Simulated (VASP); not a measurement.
An input for Quantum ESPRESSO's pw.x (written as the equivalent of a VASP run, and not itself run):

```
&CONTROL
  calculation = 'scf'
  pseudo_dir = './pseudo'
  outdir = './out'
  tprnfor = .true.
  tstress = .true.
/
&SYSTEM
  ibrav = 0
  nat = 2
  ntyp = 2
  ecutwfc = 84
  occupations = 'smearing'
  smearing = 'methfessel-paxton'
  degauss = 0.00735
  input_dft = 'vdw-df-cx'
/
&ELECTRONS
  conv_thr = 7.3e-09
  electron_maxstep = 100
/
ATOMIC_SPECIES
  In 114.818 In.upf
  As 74.922 As.upf
CELL_PARAMETERS angstrom
     0.0000000    3.0565273    3.0565273
     3.0565273    0.0000000    3.0565273
     3.0565273    3.0565273    0.0000000
ATOMIC_POSITIONS crystal
  In   0.0000000  0.0000000  0.0000000
  As   0.2500000  0.2500000  0.2500000
K_POINTS automatic
  10 10 10 0 0 0
```

Translate this input to VASP (INCAR, KPOINTS, POSCAR, choice of POTCAR).

One answer among several that fit: 
POSCAR:
```
InAs
1.0
  0.0000000000   3.0565272764   3.0565272764
  3.0565272764   0.0000000000   3.0565272764
  3.0565272764   3.0565272764   0.0000000000
In As
1 1
Cartesian
  0.0000000000   0.0000000000   0.0000000000
  1.5282636382   1.5282636382   1.5282636382
```

KPOINTS:
```
Automatic mesh
0
Gamma
10 10 10
0 0 0
```

**INCAR**
```
! general
SYSTEM    =  InAs
PREC      =  Accurate
ENCUT     =  520
LREAL     =  .FALSE.
LASPH     =  .TRUE.

! electronic loop
EDIFF     =  1E-7
NELM      =  100
ALGO      =  Normal
LMAXMIX   =  4

! smearing
ISMEAR    =  1
SIGMA     =  0.1

! functional
GGA       =  CX
LUSE_VDW  =  .TRUE.
AGGAC     =  0.0

! ions
ISIF      =  2

! output
LWAVE     =  .FALSE.
LCHARG    =  .FALSE.
```

POTCAR, in this order: In_d As (PBE.64 set). Program: vasp_std.

The two are equivalent in intent, not identical: the potentials are each code's own (VASP's PAW set, PseudoDojo norm-conserving files in pw.x), so ENCUT and ecutwfc are chosen apart and not converted; conv_thr bounds pw.x's estimated SCF error, while EDIFF bounds the energy change between steps.

The compound is InAs in the zinc blende structure. It was relaxed first.
